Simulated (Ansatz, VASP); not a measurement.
## One calculation of Sn2Bi3O3, two programs

```
Sn Bi O
1.0
     4.20791    2.42944    2.94209
    -4.20791    2.42944    2.94209
     0.00000   -4.85887    2.94209
Sn Bi O
2 3 3
Direct
  0.83852 0.83852 0.83852
  0.16148 0.16148 0.16148
  0.28458 0.50000 0.71542
  0.71542 0.28458 0.50000
  0.50000 0.71542 0.28458
  0.19008 0.00000 0.80992
  0.80992 0.19008 0.00000
  0.00000 0.80992 0.19008
```

Change from the starting cell: species swapped into the Nb3V3Ge2 type (R32, No. 155).

Alike in both runs: functional PBE; k mesh 3 × 3 × 3; occupations gaussian, width 0.2 eV; no spin polarisation.

Ansatz relaxed the structure, and its values are those at the end. VASP's run is a single point on that final structure, the one shown.

```csv
,VASP,Ansatz
version,VASP 6.6.1,Ansatz 0.2.0
potentials or method,"VASP PAW PBE potentials, release 64 (Sn_d, Bi_d, O)","scalar-relativistic, plane waves, PAW"
plane-wave cutoff (eV),520,420
valence electrons in the cell,91,91
```

Ansatz gave:

* gap on the k mesh at the Fermi level (eV): none
* pressure (GPa): 0.5
* rms of the force components (eV/Å): 0.007

Q: Estimate VASP's values.

A: gap on the k mesh at the Fermi level (eV): none; pressure (GPa): 0.5; rms of the force components (eV/Å): 0.038.

A gap of «none» marks a metal or a gap that the smearing closes. With one functional, cell and mesh, what is left measures potentials, basis and numerics.

Caveats: the k mesh is coarse (spacing up to 0.37 Å⁻¹), so the values aren't converged; spin-orbit coupling is left out, which moves the levels of the heavy elements; an odd number of electrons without spin polarisation forces a metal; a magnetic or distorted state may lie lower.
